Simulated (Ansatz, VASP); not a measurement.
# H107C58N29O10: VASP beside Ansatz, part 2 of 2

One calculation is typed for both programs; each brings its own data sets. How far apart do they land? The cell is taken from a series of runs on this material, whose earlier steps may have relaxed, scaled, displaced or heated it; both programs get it as it stands.

VASP 6.6.1 and Ansatz 0.2.0.

So far. Step 2 (VASP: single point, PBEsol): The run ends at a pressure of 0.34 GPa, with forces up to 5.5 eV/Å.

## 3. Ansatz: single point, PBEsol

Level of this step: Ansatz beside VASP: Kohn-Sham DFT, plane waves, PBEsol (Ansatz).

Ansatz runs on its default PAW (the set named soft_2) files.

The same cell, functional and mesh now go to Ansatz, which takes its cutoff from its data sets.

input.yaml reads:

```yaml
crystal:
  lattice:
    - [13.62937, 0.0, 0.0]
    - [0.0, 13.62937, 0.0]
    - [0.0, 0.0, 13.62937]
  atoms:
    - { symbol: C, position: [0.37341, 0.2356, 0.93463] }
    - { symbol: C, position: [0.4115, 0.25182, 0.83326] }
    - { symbol: "N", position: [0.42969, 0.27407, 0.75345] }
    - { symbol: H, position: [0.42282, 0.25164, 0.99507] }
    - { symbol: H, position: [0.31378, 0.28728, 0.94264] }
    - { symbol: H, position: [0.33707, 0.16066, 0.94163] }
    - { symbol: C, position: [0.24664, 0.39779, 0.21301] }
    - { symbol: C, position: [0.14419, 0.42454, 0.24021] }
    - { symbol: "N", position: [0.06335, 0.4452, 0.26219] }
    - { symbol: H, position: [0.28242, 0.37581, 0.28586] }
    - { symbol: H, position: [0.25712, 0.33178, 0.1751] }
    - { symbol: H, position: [0.2956, 0.44942, 0.1793] }
    - { symbol: C, position: [0.67571, 0.19175, 0.67449] }
    - { symbol: C, position: [0.69743, 0.12184, 0.75088] }
    - { symbol: "N", position: [0.70845, 0.06431, 0.8141] }
    - { symbol: H, position: [0.63123, 0.25182, 0.69016] }
    - { symbol: H, position: [0.7414, 0.21235, 0.63497] }
    - { symbol: H, position: [0.6352, 0.15587, 0.62165] }
    - { symbol: C, position: [0.48812, 0.42414, 0.5195] }
    - { symbol: C, position: [0.58169, 0.3788, 0.49623] }
    - { symbol: "N", position: [0.65949, 0.35013, 0.47748] }
    - { symbol: H, position: [0.50514, 0.48574, 0.56832] }
    - { symbol: H, position: [0.44311, 0.445, 0.46179] }
    - { symbol: H, position: [0.44399, 0.37953, 0.56983] }
    - { symbol: C, position: [0.43535, 0.13997, 0.46392] }
    - { symbol: C, position: [0.3984, 0.04103, 0.45144] }
    - { symbol: "N", position: [0.37296, 0.9596, 0.44199] }
    - { symbol: H, position: [0.3862, 0.17626, 0.51624] }
    - { symbol: H, position: [0.51363, 0.14473, 0.48365] }
    - { symbol: H, position: [0.43384, 0.1706, 0.38926] }
    - { symbol: C, position: [0.70524, 0.66399, 0.03712] }
    - { symbol: C, position: [0.65267, 0.66036, 0.12566] }
    - { symbol: "N", position: [0.61031, 0.65345, 0.19956] }
    - { symbol: H, position: [0.67309, 0.72327, 0.98553] }
    - { symbol: H, position: [0.78144, 0.68114, 0.05423] }
    - { symbol: H, position: [0.71144, 0.5906, 0.00271] }
    - { symbol: C, position: [0.93088, 0.28679, 0.20704] }
    - { symbol: C, position: [0.98491, 0.2412, 0.28895] }
    - { symbol: "N", position: [0.02412, 0.21026, 0.36009] }
    - { symbol: H, position: [0.87946, 0.34325, 0.23591] }
    - { symbol: H, position: [0.9823, 0.31722, 0.15417] }
    - { symbol: H, position: [0.88622, 0.23497, 0.16196] }
    - { symbol: C, position: [0.1854, 0.82102, 0.85119] }
    - { symbol: C, position: [0.15349, 0.72032, 0.87274] }
    - { symbol: "N", position: [0.14647, 0.63617, 0.87857] }
    - { symbol: H, position: [0.16215, 0.83925, 0.77629] }
    - { symbol: H, position: [0.1544, 0.87444, 0.89985] }
    - { symbol: H, position: [0.26495, 0.83237, 0.85662] }
    - { symbol: C, position: [0.20642, 0.7231, 0.20961] }
    - { symbol: C, position: [0.27298, 0.7297, 0.12756] }
    - { symbol: "N", position: [0.31873, 0.73292, 0.0549] }
    - { symbol: H, position: [0.20371, 0.64521, 0.236] }
    - { symbol: H, position: [0.23282, 0.76794, 0.27116] }
    - { symbol: H, position: [0.13152, 0.74702, 0.19176] }
    - { symbol: C, position: [0.58327, 0.57404, 0.7057] }
    - { symbol: C, position: [0.6647, 0.50354, 0.72531] }
    - { symbol: "N", position: [0.72722, 0.44637, 0.73545] }
    - { symbol: H, position: [0.57121, 0.62185, 0.76508] }
    - { symbol: H, position: [0.58139, 0.60985, 0.6375] }
    - { symbol: H, position: [0.51603, 0.53512, 0.70441] }
    - { symbol: C, position: [0.48081, 0.88967, 0.80908] }
    - { symbol: C, position: [0.47412, 0.95755, 0.89211] }
    - { symbol: "N", position: [0.47054, 0.01365, 0.9548] }
    - { symbol: H, position: [0.41377, 0.89809, 0.76608] }
    - { symbol: H, position: [0.54426, 0.92093, 0.7635] }
    - { symbol: H, position: [0.49092, 0.81276, 0.83078] }
    - { symbol: C, position: [0.882, 0.31162, 0.52534] }
    - { symbol: C, position: [0.95722, 0.38808, 0.51072] }
    - { symbol: "N", position: [0.02684, 0.43536, 0.49528] }
    - { symbol: H, position: [0.8536, 0.28922, 0.45379] }
    - { symbol: H, position: [0.9153, 0.2509, 0.56145] }
    - { symbol: H, position: [0.8234, 0.33846, 0.5679] }
    - { symbol: C, position: [0.74905, 0.3332, 0.93678] }
    - { symbol: C, position: [0.85681, 0.32179, 0.93236] }
    - { symbol: "N", position: [0.94046, 0.31406, 0.94383] }
    - { symbol: H, position: [0.70712, 0.29773, 0.99349] }
    - { symbol: H, position: [0.73857, 0.41482, 0.9341] }
    - { symbol: H, position: [0.72236, 0.31262, 0.86267] }
    - { symbol: C, position: [0.13861, 0.28349, 0.70824] }
    - { symbol: C, position: [0.18216, 0.18484, 0.71071] }
    - { symbol: "N", position: [0.2026, 0.10338, 0.72367] }
    - { symbol: H, position: [0.18345, 0.33959, 0.7335] }
    - { symbol: H, position: [0.12115, 0.31398, 0.6327] }
    - { symbol: H, position: [0.07551, 0.27907, 0.75951] }
    - { symbol: C, position: [0.51164, 0.86664, 0.21828] }
    - { symbol: C, position: [0.61402, 0.89184, 0.22198] }
    - { symbol: "N", position: [0.69751, 0.90506, 0.22302] }
    - { symbol: H, position: [0.47007, 0.92569, 0.2565] }
    - { symbol: H, position: [0.49092, 0.85083, 0.14555] }
    - { symbol: H, position: [0.5073, 0.80014, 0.25846] }
    - { symbol: C, position: [0.6336, 0.76913, 0.48479] }
    - { symbol: C, position: [0.62259, 0.87414, 0.49168] }
    - { symbol: "N", position: [0.61168, 0.95793, 0.4945] }
    - { symbol: H, position: [0.68694, 0.74343, 0.54286] }
    - { symbol: H, position: [0.5663, 0.72856, 0.49497] }
    - { symbol: H, position: [0.6603, 0.74488, 0.40782] }
    - { symbol: C, position: [0.26296, 0.54091, 0.6783] }
    - { symbol: C, position: [0.32107, 0.61714, 0.72019] }
    - { symbol: "N", position: [0.36467, 0.68516, 0.74989] }
    - { symbol: H, position: [0.23306, 0.4883, 0.73152] }
    - { symbol: H, position: [0.20214, 0.5734, 0.63903] }
    - { symbol: H, position: [0.30712, 0.50123, 0.62411] }
    - { symbol: C, position: [0.66945, 0.32985, 0.19178] }
    - { symbol: C, position: [0.57015, 0.38303, 0.18764] }
    - { symbol: "N", position: [0.49287, 0.41707, 0.17588] }
    - { symbol: H, position: [0.69818, 0.33557, 0.26806] }
    - { symbol: H, position: [0.66296, 0.25529, 0.16667] }
    - { symbol: H, position: [0.7251, 0.36355, 0.14824] }
    - { symbol: C, position: [0.32226, 0.09467, 0.20898] }
    - { symbol: C, position: [0.42294, 0.12888, 0.21032] }
    - { symbol: "N", position: [0.504, 0.15382, 0.21685] }
    - { symbol: H, position: [0.31681, 0.01676, 0.22205] }
    - { symbol: H, position: [0.27517, 0.13181, 0.26565] }
    - { symbol: H, position: [0.29155, 0.10553, 0.1374] }
    - { symbol: C, position: [0.81662, 0.54476, 0.34155] }
    - { symbol: C, position: [0.75976, 0.55813, 0.43181] }
    - { symbol: "N", position: [0.72307, 0.57119, 0.50832] }
    - { symbol: H, position: [0.78655, 0.58792, 0.28398] }
    - { symbol: H, position: [0.89361, 0.56517, 0.34439] }
    - { symbol: H, position: [0.80508, 0.4723, 0.31505] }
    - { symbol: C, position: [0.82631, 0.0274, 0.44522] }
    - { symbol: C, position: [0.86763, 0.927, 0.4514] }
    - { symbol: "N", position: [0.9039, 0.85067, 0.46274] }
    - { symbol: H, position: [0.88054, 0.07712, 0.41888] }
    - { symbol: H, position: [0.7676, 0.0248, 0.38644] }
    - { symbol: H, position: [0.7964, 0.05857, 0.51291] }
    - { symbol: C, position: [0.01826, 0.54677, 0.06019] }
    - { symbol: C, position: [0.92017, 0.51185, 0.07667] }
    - { symbol: "N", position: [0.84132, 0.49299, 0.09982] }
    - { symbol: H, position: [0.06212, 0.493, 0.01925] }
    - { symbol: H, position: [0.02579, 0.61212, 0.01537] }
    - { symbol: H, position: [0.05439, 0.56397, 0.13392] }
    - { symbol: C, position: [0.95993, 0.52981, 0.71563] }
    - { symbol: C, position: [0.91048, 0.59176, 0.78276] }
    - { symbol: "N", position: [0.8685, 0.63232, 0.84512] }
    - { symbol: H, position: [0.03973, 0.54232, 0.70655] }
    - { symbol: H, position: [0.95286, 0.4516, 0.74378] }
    - { symbol: H, position: [0.92434, 0.52864, 0.64181] }
    - { symbol: C, position: [0.0708, 0.66282, 0.43134] }
    - { symbol: C, position: [0.09741, 0.72692, 0.51467] }
    - { symbol: "N", position: [0.1259, 0.76466, 0.58626] }
    - { symbol: H, position: [0.13052, 0.61271, 0.42788] }
    - { symbol: H, position: [0.00027, 0.62888, 0.44448] }
    - { symbol: H, position: [0.06277, 0.70142, 0.36312] }
    - { symbol: C, position: [0.00308, 0.03857, 0.84546] }
    - { symbol: C, position: [0.9705, 0.08291, 0.7542] }
    - { symbol: "N", position: [0.93916, 0.12527, 0.68632] }
    - { symbol: H, position: [0.05487, 0.08875, 0.87799] }
    - { symbol: H, position: [0.93971, 0.03596, 0.89265] }
    - { symbol: H, position: [0.03647, 0.96461, 0.82426] }
    - { symbol: C, position: [0.95551, 0.95422, 0.17642] }
    - { symbol: C, position: [0.00366, 0.03163, 0.12207] }
    - { symbol: "N", position: [0.03514, 0.0991, 0.08078] }
    - { symbol: H, position: [0.8822, 0.93497, 0.15279] }
    - { symbol: H, position: [0.99991, 0.88981, 0.16791] }
    - { symbol: H, position: [0.95584, 0.97505, 0.25038] }
    - { symbol: C, position: [0.8578, 0.83776, 0.69858] }
    - { symbol: C, position: [0.75631, 0.8009, 0.70478] }
    - { symbol: "N", position: [0.67488, 0.77777, 0.71413] }
    - { symbol: H, position: [0.89833, 0.77513, 0.6652] }
    - { symbol: H, position: [0.86559, 0.90788, 0.65726] }
    - { symbol: H, position: [0.88626, 0.85266, 0.77417] }
    - { symbol: C, position: [0.11955, 0.00357, 0.50876] }
    - { symbol: C, position: [0.12584, 0.9748, 0.40642] }
    - { symbol: "N", position: [0.13118, 0.96205, 0.32497] }
    - { symbol: H, position: [0.08071, 0.07269, 0.52056] }
    - { symbol: H, position: [0.0902, 0.94648, 0.55322] }
    - { symbol: H, position: [0.19378, 0.01296, 0.53548] }
    - { symbol: C, position: [0.37142, 0.51607, 0.97934] }
    - { symbol: C, position: [0.4735, 0.50584, 0.95057] }
    - { symbol: "N", position: [0.55316, 0.48702, 0.93178] }
    - { symbol: H, position: [0.33274, 0.55954, 0.92613] }
    - { symbol: H, position: [0.33069, 0.44455, 0.97397] }
    - { symbol: H, position: [0.36132, 0.53979, 0.05275] }
    - { symbol: O, position: [0.35006, 0.75593, 0.48341] }
    - { symbol: H, position: [0.34927, 0.75332, 0.55673] }
    - { symbol: H, position: [0.3607, 0.82515, 0.46152] }
    - { symbol: O, position: [0.93229, 0.77932, 0.97638] }
    - { symbol: H, position: [0.91122, 0.72021, 0.93836] }
    - { symbol: H, position: [0.87678, 0.82716, 0.97997] }
    - { symbol: O, position: [0.13881, 0.28345, 0.02888] }
    - { symbol: H, position: [0.11756, 0.21411, 0.04001] }
    - { symbol: H, position: [0.08913, 0.31788, 0.98728] }
    - { symbol: O, position: [0.42949, 0.5974, 0.24058] }
    - { symbol: H, position: [0.48864, 0.63974, 0.23097] }
    - { symbol: H, position: [0.44687, 0.52753, 0.22646] }
    - { symbol: O, position: [0.22977, 0.43178, 0.49406] }
    - { symbol: H, position: [0.16014, 0.43359, 0.47101] }
    - { symbol: H, position: [0.26616, 0.48921, 0.46649] }
    - { symbol: O, position: [0.77812, 0.91553, 0.94571] }
    - { symbol: H, position: [0.75442, 0.95748, 0.89039] }
    - { symbol: H, position: [0.76191, 0.94781, 0.00957] }
    - { symbol: O, position: [0.76985, 0.08579, 0.17226] }
    - { symbol: H, position: [0.71892, 0.09839, 0.12097] }
    - { symbol: H, position: [0.75965, 0.01905, 0.20098] }
    - { symbol: O, position: [0.62056, 0.12416, 0.03803] }
    - { symbol: H, position: [0.55935, 0.14035, 0.07511] }
    - { symbol: H, position: [0.60547, 0.07403, 0.98662] }
    - { symbol: O, position: [0.21392, 0.24075, 0.4516] }
    - { symbol: H, position: [0.15258, 0.23268, 0.41218] }
    - { symbol: H, position: [0.21811, 0.30964, 0.4765] }
    - { symbol: O, position: [0.30789, 0.57701, 0.40408] }
    - { symbol: H, position: [0.32983, 0.63073, 0.44898] }
    - { symbol: H, position: [0.33938, 0.58565, 0.33838] }
kpoints:
  mp_grid: { grid: [1, 1, 1] }
hamiltonian:
  xc: pbesol
scf:
  occupations: { method: fixed }
output:
  forces: true
  stress: true
  populations: true
  dos:
    method: { smearing: { sigma: 0.15 } }
    de: 0.1
    projected: { site_lists: { C: [C], H: [H], "N": ["N"], O: [O] } }
  eigenvalues: true
  write_density: true
  write_potential: true
  volumetric_format: npy
```

Run with:

```console
$ ansatz run input.yaml --threads 8 --pin off --max-ram 15872MiB --backend cpu --events-out ev --progress --plain --runs-dir out
```

Numbers of over 12 decimals in the logs are rounded to 6 here.

The log of the run:

```text
Engine: ansatz 0.2.0, aarch64-unknown-linux-gnu
Pseudopotentials: kind: paw
Pseudopotential: C, paw, valence charge 4, recommended cutoff 420 eV (normal), C.paw.azcp
Pseudopotential: N, paw, valence charge 5, recommended cutoff 420 eV (normal), N.paw.azcp
Pseudopotential: H, paw, valence charge 1, recommended cutoff 420 eV (normal), H.paw.azcp
Pseudopotential: O, paw, valence charge 6, recommended cutoff 420 eV (normal), O.paw.azcp
Functional definition: PBEsol
  exchange = pbesol_x
  correlation = pbesol_c
Crystal: 204 atoms, lattice volume = 2531.788 Å³
Basis set: ecut = 420 eV, 49509 PW (Γ), exchange–correlation on 192×192×192 points (8 copies of the dense FFT grid, shifted against one another)
Bands: 476, of which v1, the nominal top of the filled ones, is band 272 counted from 1 (271 counted from 0)
Symmetry: 1 space group operations
Space group: P1 (ITA 1), of the structure as read, at distance tolerance 1.4e-4 Å
k-points: 1
Non-local potential: C, projectors of the file, l = 0: 2, l = 1: 2, l = 2: 1
Non-local potential: N, projectors of the file, l = 0: 2, l = 1: 2, l = 2: 1
Non-local potential: H, projectors of the file, l = 0: 2, l = 1: 1
Non-local potential: O, projectors of the file, l = 0: 2, l = 1: 2, l = 2: 1
PAW form: soft (Blöchl's): semilocal exchange-correlation on the pseudo side does not see the compensation charge
PAW frozen core: C, regenerated for the run's functional, and the local potential with it (the file was generated under x = pbe(κ = 0.804, μ = 0.219515), c = pbe(β = 0.066725))
PAW frozen core: N, regenerated for the run's functional, and the local potential with it (the file was generated under x = pbe(κ = 0.804, μ = 0.219515), c = pbe(β = 0.066725))
PAW frozen core: O, regenerated for the run's functional, and the local potential with it (the file was generated under x = pbe(κ = 0.804, μ = 0.219515), c = pbe(β = 0.066725))
PAW one-centre angular grid: C, 110 points (default); XC on 64 Gauss nodes
PAW one-centre angular grid: N, 110 points (default); XC on 64 Gauss nodes
PAW one-centre angular grid: H, 110 points (default); XC on 64 Gauss nodes
PAW one-centre angular grid: O, 110 points (default); XC on 64 Gauss nodes
Initial density: superposition of atomic densities (neutral atoms: chi_scale 0, normalization atom), corrected by the library's trained network
Initial wavefunctions: pseudopotential atomic-orbital guess
Functional: x = pbesol(κ = 0.804, μ = 0.123457), c = pbesol(β = 0.046)
SCF iter   1: F=—  HF=-32558.604588 eV  |F-HF|=—  |Δ(HF+E_count)|=         —  Δρ=4.65e-3  dr2=5.98e-1  ethr=1.77e-3  ⟨swp⟩=5.0  Hψ=1633  notcnv=0  defer=196
preconditioner: auto → Resta (q_TF=auto, 2.111 Å⁻¹)  ε∞=2.4  [insulator: Δε(μ)=4.501 eV  Ē_g=14.648 eV  n_scr=388 (ndim 8)  ℏωp=17.2 eV  f_vac=0.219  ε∞_Penn≈2.4]
SCF iter   2: F=—  HF=-32558.565147 eV  |F-HF|=—  |Δ(HF+E_count)|=   3.94e-2  Δρ=2.14e-3  dr2=1.33e-1  ethr=1.10e-4  ⟨swp⟩=2.0  Hψ=828  notcnv=0  defer=199
SCF iter   3: F=—  HF=-32558.579909 eV  |F-HF|=—  |Δ(HF+E_count)|=   1.48e-2  Δρ=1.13e-3  dr2=5.12e-2  ethr=2.44e-5  ⟨swp⟩=3.0  Hψ=553  notcnv=0  defer=202
SCF iter   4: F=—  HF=-32558.582778 eV  |F-HF|=—  |Δ(HF+E_count)|=   2.87e-3  Δρ=5.51e-4  dr2=1.07e-2  ethr=9.41e-6  ⟨swp⟩=3.0  Hψ=542  notcnv=0  defer=202
SCF iter   5: F=—  HF=-32558.582754 eV  |F-HF|=—  |Δ(HF+E_count)|=   2.43e-5  Δρ=2.17e-4  dr2=1.61e-3  ethr=1.97e-6  ⟨swp⟩=2.0  Hψ=547  notcnv=0  defer=202
SCF iter   6: F=—  HF=-32558.583215 eV  |F-HF|=—  |Δ(HF+E_count)|=   4.60e-4  Δρ=8.67e-5  dr2=2.33e-4  ethr=2.95e-7  ⟨swp⟩=2.0  Hψ=821  notcnv=0  defer=202
SCF iter   7: F=—  HF=-32558.583309 eV  |F-HF|=—  |Δ(HF+E_count)|=   9.48e-5  Δρ=5.33e-5  dr2=8.89e-5  ethr=4.29e-8  ⟨swp⟩=2.0  Hψ=553  notcnv=0  defer=198
SCF iter   8: F=—  HF=-32558.583621 eV  |F-HF|=—  |Δ(HF+E_count)|=   3.12e-4  Δρ=1.37e-5  dr2=4.95e-6  ethr=1.63e-8  ⟨swp⟩=2.0  Hψ=711  notcnv=0  defer=199
SCF iter   9: F=—  HF=-32558.583627 eV  |F-HF|=—  |Δ(HF+E_count)|=   5.49e-6  Δρ=7.78e-6  dr2=1.59e-6  ethr=9.11e-10  ⟨swp⟩=2.0  Hψ=552  notcnv=0  defer=199
SCF iter  10: F=—  HF=-32558.583627 eV  |F-HF|=—  |Δ(HF+E_count)|=   3.69e-7  Δρ=2.69e-6  dr2=2.37e-7  ethr=2.92e-10  ⟨swp⟩=2.0  Hψ=552  notcnv=0  defer=199
SCF iter  11: F=-32558.583627 eV  HF=-32558.583627 eV  |F-HF|=1.57e-8  |Δ(HF+E_count)|=   8.57e-8  Δρ=1.43e-6  dr2=5.98e-8  ethr=1.84e-11  ⟨swp⟩=21.0  Hψ=4568  notcnv=0
SCF 1 converged in 11 iterations: F = -32558.583627 eV  dr2 = 5.98e-8
  greatest PAW one-centre occupation: 0.862 electrons in one spin orbital (limit 2), on the O atom at site 198 (counted from 0), in its partial waves of l = 0
[...]
--- Löwdin populations: 204 sites ---
  site symbol       q [e]
     0      C      4.4981
     1      C      3.7681
     2      N      5.2232
     3      H      0.7578
     4      H      0.7538
     5      H      0.7570
     6      C      4.5130
     7      C      3.7818
     8      N      5.2243
     9      H      0.7552
    10      H      0.7350
    11      H      0.7651
    12      C      4.5355
    13      C      3.7271
    14      N      5.2180
    15      H      0.7223
    16      H      0.7518
    17      H      0.7213
    18      C      4.5193
    19      C      3.7655
    20      N      5.2266
    21      H      0.7691
    22      H      0.7343
    23      H      0.7458
[...]
196      H      0.6113
   197      H      0.6018
   198      O      6.7644
   199      H      0.6280
   200      H      0.6286
   201      O      6.6999
   202      H      0.6123
   203      H      0.6147
  spilling = 0.014563 (of n_electrons = 544.000000)
```

In the SCF lines HF is the Harris–Foulkes energy and dr2 the Hartree energy of the density residual, in eV; the loop may stop once dr2 is under the threshold and the program's other checks hold. Hψ counts applications of the Hamiltonian.

## 4. Comparison

Known differences besides the potentials themselves: fixed occupations in Ansatz, narrow Gaussian smearing in VASP; the cutoff is 420 eV in Ansatz and 600 eV in VASP (PREC = Accurate, projectors in real space); Ansatz makes its cores anew for this functional, VASP keeps those of its PBE data sets. Total energies have different zeros and are not compared.

The two programs side by side:

```
              quantity  Ansatz   VASP  difference
        pressure (GPa)    0.13   0.34       -0.20
gap on the k mesh (eV)   4.616  4.603      +0.013
```

Forces on 8 of the 204 atoms, those with the largest forces and the largest differences (eV/Å; atoms numbered as in POSCAR):

```
atom          Ansatz x, y, z            VASP x, y, z
  C3    -0.587, 0.120, 3.451    -0.611, 0.130, 3.446
  C7    1.458, -0.803, 2.485    1.469, -0.812, 2.461
 C25    1.448, 1.452, -2.292    1.464, 1.440, -2.277
 C56    -0.562, 1.370, 4.631    -0.603, 1.473, 5.279
 C58   -2.287, -0.204, 0.965   -2.779, -0.089, 1.081
 N86   0.393, -1.014, -4.413   0.436, -1.118, -5.069
 N87   1.907, -0.108, -0.551   2.408, -0.224, -0.669
 H96  -1.515, -1.685, -1.947  -1.529, -1.697, -1.967
```

The forces differ by 135 meV/Å r.m.s., which is 16.1 % of the r.m.s. force of 0.842 eV/Å (both taken over all components). A gap on the mesh is an upper bound, since the band edges may lie between its points.

## 5. Summary of results

```
r.m.s. force difference (single point, PBEsol) : 16 % of the r.m.s. force
```

**Reading.** The r.m.s. force difference is 16 % of the r.m.s. force (single point, PBEsol), beyond the 3 % picked in this series as the mark of a large difference. What causes the difference of the single point, PBEsol pair stays open here. How closely two codes agree says nothing of how well the functional describes the real material.

[Lines on the potential files, build, host, timing and source positions are cut from VASP's logs without a mark.]

[Logs are printed without paths, hosts, clocks, repeated set-up lines and the standing remarks that a program may print on its own settings, such as how far it seeks lower states.]

[Hosts, paths, dates, database ids (printed as entryN), source tags and the programs' standing remarks are cut or masked in the printed files.]
